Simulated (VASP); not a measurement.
Input:

```
ZnS
1.0
    0.00000     2.74785     2.74785
    2.74785     0.00000     2.74785
    2.74785     2.74785     0.00000
Zn S
1 1
Direct
  0.00000   0.00000   0.00000
  0.25000   0.25000   0.25000
```

These are revPBE GGA, VASP's PBE PAW potentials (set 64) (plane waves; VASP) values and carry that method's errors. Settings: 520 eV cut-off, 8×8×8 Γ-centred mesh, Gaussian smearing of 0.050 eV, potentials Zn S.

Task: Predict the energy per atom (σ→0), band gap (on the k-mesh) with the smallest direct gap where there is one.

Result: 
The band gap (on the k-mesh) is 2.02 eV, the smallest direct gap (on the k-mesh) is 2.02 eV and the energy per atom (σ→0) is -3.143 eV/atom.

Only differences to runs with the same potentials and settings are physical.

The compound is ZnS in the zinc blende structure. It was relaxed first. The start is the result of an earlier pass.
